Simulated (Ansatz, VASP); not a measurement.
# Cross-check of BAs between VASP and Ansatz, part 2 of 2

Aim: how closely do two programs agree when they are given the same cell, functional and k mesh? The cell is taken from a series of runs on this material, whose earlier steps may have relaxed, scaled, displaced or heated it; both programs get it as it stands.

VASP 6.6.1 and Ansatz 0.2.0.

So far: The structure; VASP: zone-centre phonons, LDA.

### 3. Ansatz: zone-centre phonons, LDA

Level of this step: Ansatz beside VASP: Kohn-Sham DFT, plane waves, LDA (Ansatz).

Ansatz runs on its PAW soft_1 files.

The same cell, functional (in two slightly different forms) and mesh now go to Ansatz, which takes its cutoff from its data sets.

Input file input.yaml:

```yaml
crystal:
  lattice:
    - [0.0, 2.3611611024, 2.3894892653]
    - [2.3611611024, 0.0, 2.3894892653]
    - [2.3611611024, 2.3611611024, 0.0]
  atoms:
    - { symbol: B, position: [0.0, 0.0, 0.0] }
    - { symbol: As, position: [0.75, 0.75, 0.75] }
kpoints:
  mp_grid: { grid: [12, 12, 12] }
hamiltonian:
  xc: lda
  pseudopotentials: { kind: paw, azcp: { folder: soft_1 }, xc_functional: pbe }
scf:
  occupations: { method: fixed }
output:
  eigenvalues: true
phonons:
  method: dfpt
  dielectric: true
  rigid_motions: translations
```

Started as:

```bash
ansatz run input.yaml --threads 4 --pin off --max-ram 10240MiB --backend cpu --events-out ev --progress --plain --runs-dir out
```

Numbers of over 12 decimals in the logs are rounded to 6 here.

Output:

```text
Engine: ansatz 0.2.0, aarch64-unknown-linux-gnu
Pseudopotentials: kind: paw
Pseudopotential: B, paw, valence charge 3, recommended cutoff 420 eV (normal), soft_1/B.paw.azcp
Pseudopotential: As, paw, valence charge 15, recommended cutoff 420 eV (normal), soft_1/As.paw.azcp
Functional definition: SPW92
  exchange = slater_x
  correlation = pw_c
Crystal: 2 atoms, lattice volume = 26.643 Å³
Basis set: ecut = 420 eV, 531 PW (Γ), exchange–correlation on 48×48×48 points (8 copies of the dense FFT grid, shifted against one another)
Bands: 13, of which v1, the nominal top of the filled ones, is band 9 counted from 1 (8 counted from 0)
Symmetry: 8 space group operations
k-points: 868 of 1728 (irreducible under 1 space group operation, time reversal used)
Non-local potential: B, projectors of the file, l = 0: 2, l = 1: 2, l = 2: 1
Non-local potential: As, projectors of the file, l = 0: 2, l = 1: 2, l = 2: 3, l = 3: 1
PAW form: soft (Blöchl's): semilocal exchange-correlation on the pseudo side does not see the compensation charge
PAW frozen core: B, regenerated for the run's functional, and the local potential with it (the file was generated under x = pbe(κ = 0.804, μ = 0.219515), c = pbe(β = 0.066725))
PAW frozen core: As, regenerated for the run's functional, and the local potential with it (the file was generated under x = pbe(κ = 0.804, μ = 0.219515), c = pbe(β = 0.066725))
PAW one-centre angular grid: B, 110 points (default); XC on 64 Gauss nodes
PAW one-centre angular grid: As, 590 points (default); XC on 64 Gauss nodes
Initial density: superposition of atomic densities (chi_scale 0.1, normalization cell, long waves kept (reshape's long-wave potential 0.00 eV rms))
Initial wavefunctions: pseudopotential atomic-orbital guess
Functional: x = slater, c = lda
SCF iter   1: F=—  HF=-4924.226949 eV  |F-HF|=—  |Δ(HF+E_count)|=         —  Δρ=7.80e-2  dr2=2.08e0  ethr=3.10e-3  ⟨swp⟩=4.3  Hψ=57469  notcnv=0  defer=1019
preconditioner: auto → none  [insulator: Δε(μ)=1.718 eV  Ē_g=12.615 eV  n_scr=8 (ndim 8)  ℏωp=20.3 eV  f_vac=0.000  ε∞_Penn≈3.6]
SCF iter   2: F=—  HF=-4923.580205 eV  |F-HF|=—  |Δ(HF+E_count)|=   6.47e-1  Δρ=2.51e-2  dr2=1.48e-1  ethr=3.10e-3  ⟨swp⟩=2.3  Hψ=24268  notcnv=0  defer=1250
SCF iter   3: F=—  HF=-4923.537904 eV  |F-HF|=—  |Δ(HF+E_count)|=   4.23e-2  Δρ=1.01e-2  dr2=1.86e-2  ethr=8.21e-4  ⟨swp⟩=2.1  Hψ=16044  notcnv=0  defer=1646
SCF iter   4: F=—  HF=-4923.534316 eV  |F-HF|=—  |Δ(HF+E_count)|=   3.59e-3  Δρ=4.12e-3  dr2=3.47e-3  ethr=1.03e-4  ⟨swp⟩=2.5  Hψ=20451  notcnv=0  defer=1701
SCF iter   5: F=—  HF=-4923.533180 eV  |F-HF|=—  |Δ(HF+E_count)|=   1.14e-3  Δρ=9.69e-4  dr2=1.57e-4  ethr=1.93e-5  ⟨swp⟩=3.1  Hψ=20832  notcnv=0  defer=1734
SCF iter   6: F=—  HF=-4923.533157 eV  |F-HF|=—  |Δ(HF+E_count)|=   2.30e-5  Δρ=1.11e-4  dr2=1.68e-6  ethr=8.72e-7  ⟨swp⟩=2.9  Hψ=20828  notcnv=0  defer=1727
SCF iter   7: F=—  HF=-4923.533157 eV  |F-HF|=—  |Δ(HF+E_count)|=   3.02e-7  Δρ=6.31e-6  dr2=5.61e-9  ethr=9.34e-9  ⟨swp⟩=2.0  Hψ=14772  notcnv=0  defer=6
SCF iter   8: F=-4923.533157 eV  HF=-4923.533157 eV  |F-HF|=2.36e-11  |Δ(HF+E_count)|=   1.26e-9  Δρ=3.27e-7  dr2=1.12e-11  ethr=1.00e-12  ⟨swp⟩=6.7  Hψ=77424  notcnv=0
SCF 1 converged in 8 iterations: F = -4923.533157 eV  dr2 = 1.12e-11
  greatest PAW one-centre occupation: 0.999 electrons in one spin orbital (limit 2), on the As atom at site 1 (counted from 0), in its partial waves of l = 2
NSCF: frozen V_eff on 3 k-points
DFPT response loops at Γ: preconditioner auto → none (the input reference at scf.mixing.eps_inf says where Resta's filter doesn't serve); β = 0.50; Broyden in place of MSR1
── the response to a field inside a basis, on 12×12×12 k-points: an SCF that follows is theirs, and a resumed run solves both again ──
Bands: 10, of which v1, the nominal top of the filled ones, is band 9 counted from 1 (8 counted from 0)
k-points: 468 of 1728 (irreducible under 2 space group operations, time reversal used)
Initial density: handed on by an earlier stage of this run
Initial wavefunctions: pseudopotential atomic-orbital guess (no wavefunctions were taken with the density)
Eigensolver: Dense (468 Hₖ)
SCF iter   1: F=—  HF=-4923.533131 eV  |F-HF|=—  |Δ(HF+E_count)|=         —  Δρ=1.47e-4  dr2=1.34e-6  ethr=1.00e-1
preconditioner: auto → none  [insulator: Δε(μ)=1.181 eV  Ē_g=9.760 eV  n_scr=8 (ndim 8)  ℏωp=20.3 eV  f_vac=0.000  ε∞_Penn≈5.3]
SCF iter   2: F=—  HF=-4923.533131 eV  |F-HF|=—  |Δ(HF+E_count)|=   2.43e-8  Δρ=7.83e-5  dr2=4.41e-7  ethr=7.45e-9
SCF iter   3: F=-4923.533131 eV  HF=-4923.533131 eV  |F-HF|=4.73e-8  |Δ(HF+E_count)|=   1.60e-7  Δρ=1.57e-5  dr2=3.76e-8  ethr=2.45e-9
SCF 1 converged in 3 iterations: F = -4923.533131 eV  dr2 = 3.76e-8
DFPT response loops at Γ: mixed as the last ones told, above
SCF converged after 8 iterations
Free energy (F): -4923.533157 eV
Harris-Foulkes:  -4923.533157 eV  (|F-HF|=2.36e-11)
Internal energy: -4923.533157 eV  (E = F + TS)
E sigma→0 (E₀):  -4923.533157 eV
Fermi energy:    10.805991 eV
--- Per-component energies (eV) ---
  E_band       = -218.761506
  E_kinetic    = 148.310693
  E_local      = -1941.772315  (includes V_loc(G=0)·N_el)
  E_nonlocal   = -380.015090
  E_hartree    = 1095.367203
  E_xc         = -103.378797
  E_vxc        = -113.239276  (∫ρ·V_xc dr)
  E_paw        = -2005.321523  (= ΣΔE_a)
  E_vpaw       = -122.779806  (= ΣTr[D̂ρ^β])
  E_aug_tail   = -0.000002  (compensation charges beyond the density's cutoff)
  E_ewald      = -1738.844390
  E_core_change = 2.121063  (= ΣΔE_core)
  E_smearing   = -0.000000  (= −TS)
  E_closure    = 0.000000  (closes the sum)
  Σ components = -4923.533157   (vs F -4923.533157, Δ=0.00e0)
--- Band table (eV; the first three rows and the last of 868) ---
  k-point 0: bands = [... 5 lower, -4.8291, 10.6874, 10.8060, 10.8060, 14.0236, 14.0236, 14.1000, 15.6983]
  k-point 1: bands = [... 5 lower, -4.7131, 9.7204, 10.5034, 10.5841, 14.2038, 14.3202, 14.3797, 16.2928]
  k-point 2: bands = [... 5 lower, -4.3688, 7.7827, 10.0225, 10.1184, 14.1262, 14.9392, 14.9685, 17.5619]
  k-point 867: bands = [... 5 lower, -1.9011, 1.8587, 8.8402, 8.9853, 13.5650, 15.5171, 15.6104, 19.5342]
--- Phonons (Γ-DFPT): 4 representative perturbations + reference, on 868 of 1728 k-points (Σ response iterations 12) ---
  k mesh reduced under 1 symmetry operation, with k and −k counted as one. Each operation leaves every solved perturbation unchanged. A smaller set is not considered because the run solves the response to a homogeneous field
  ASR residual: 2.458e-4 → 0.000e0 eV/Å²; symmetrization residual: 4.739e-6 eV/Å²
  ASR residual per site (eV/Å²): 1.22e-4 2.46e-4
  Γ frequencies (cm⁻¹): 0.00 0.00 0.00 695.17 695.74 695.74
  ε∞ (high-frequency dielectric tensor):
        9.615053     0.000000     0.000000
        0.000000     9.615053     0.000000
        0.000000     0.000000     9.822707
  ε⁰ (static dielectric tensor: ions relaxed, cell fixed):
        9.727351     0.000000    -0.000000
        0.000000     9.727351     0.000000
       -0.000000     0.000000     9.928015
  ε⁰ − ε∞ (ionic part):
        0.112298     0.000000    -0.000000
        0.000000     0.112298     0.000000
       -0.000000     0.000000     0.105308
  softest optical mode at Γ: 695.17 cm⁻¹; the repairs (sum rule, projections) moved no ω² at Γ by more than (1.94 cm⁻¹)²
  Born effective charges Z* (e; rows j = field, columns β = displacement):
    site 0:
        -0.52730    0.00000    0.00000
        -0.00000   -0.52730   -0.00000
         0.00000   -0.00000   -0.51021
    site 1:
         0.52730    0.00000   -0.00000
         0.00000    0.52730    0.00000
        -0.00000    0.00000    0.51021
  Z* charge neutrality: 3.653e-4 e pre-enforcement
  solved inside a basis spanned on kpoints, on 12×12×12 k-points, its susceptibility summed on 16×16×16: ε∞ is read to err by 2.7e-2, Z* by 1.6e-2 e (field_mesh: kpoints solves on kpoints); Z* is corrected for what the basis lacks
  optical modes at Γ without the LO–TO term, one row a degenerate level:
      ω (cm⁻¹)  modes    IR ((D/Å)²/amu)
        695.17      1             0.6357
        695.74      2             1.3581
  optical modes at Γ + LO–TO along q̂ = [1.0000, 0.0000, 0.0000]:
      ω (cm⁻¹)  modes    IR ((D/Å)²/amu)
        695.17      1             0.6357
        695.74      1             0.6790
        699.79      1             0.6790
  optical modes at Γ + LO–TO along q̂ = [0.0000, 1.0000, 0.0000]:
      ω (cm⁻¹)  modes    IR ((D/Å)²/amu)
        695.17      1             0.6357
        695.74      1             0.6790
        699.79      1             0.6790
  optical modes at Γ + LO–TO along q̂ = [0.0000, 0.0000, 1.0000]:
      ω (cm⁻¹)  modes    IR ((D/Å)²/amu)
        695.74      2             1.3581
        698.89      1             0.6357
```

Reading the cycles: dr2 is the Hartree energy of the density residual (eV), the measure of convergence; HF is the Harris–Foulkes estimate of the energy, which meets the free energy F at convergence.

### 4. Differences

Known differences besides the potentials themselves: the two LDA forms differ slightly; fixed occupations in Ansatz, narrow Gaussian smearing in VASP; VASP's response is taken on the typed mesh, Ansatz refines its own for the field response alone; the data sets hold 18 valence electrons in Ansatz (on its PAW soft_1 files) and 8 in VASP; the cutoff is 420 eV in Ansatz and 500 eV in VASP; VASP's log shows a relativistic correction to its local exchange, Ansatz's none. Total energies have different zeros and are not compared.

The two programs side by side:

```csv
quantity,Ansatz,VASP,difference
ε∞ xx,9.62,9.61,+0.08 %
ε∞ yy,9.62,9.61,+0.08 %
ε∞ zz,9.82,9.81,+0.10 %
Born charge of B1 (mean of the diagonal) (e),-0.52,-0.56,+0.04
Born charge of As2 (mean of the diagonal) (e),0.52,0.56,-0.04
optical mode 1 (cm⁻¹),695.2,700.3,-0.73 %
optical mode 2 to 3 (cm⁻¹),695.7,700.7,-0.71 %
```

Modes are paired by rising frequency, not by their patterns, so a pair may set unlike modes beside each other; they are those without the splitting of longitudinal modes.

### 5. What came out

```yaml
r_m_s_difference_of_the_optical_zone_centre_modes_each_program_s_sorted_by_frequency_zone_centre_phonons_lda: 5.0 cm⁻¹
difference_in_optical_mode_1_zone_centre_phonons_lda: -0.7 %
```

The r.m.s. difference of the optical zone-centre modes, each program's sorted by frequency is 5.0 cm⁻¹ (zone-centre phonons, LDA). The data sets hold unlike numbers of valence electrons (18 in Ansatz and 8 in VASP), so part of the differences comes from the potentials. Among the rows given in per cent, the largest difference of the zone-centre phonons, LDA pair is in optical mode 1, -0.7 %. Such differences can come from data sets, numerical settings and the points named under the comparisons, not from the functional's error against experiment.

[Lines on the potential files, build, host, timing and source positions are cut from VASP's logs without a mark.]

[Logs are printed without paths, hosts, clocks, repeated set-up lines and the standing remarks that a program may print on its own settings, such as how far it seeks lower states.]

[Hosts, paths, dates, database ids (printed as entryN), source tags and the programs' standing remarks are cut or masked in the printed files.]
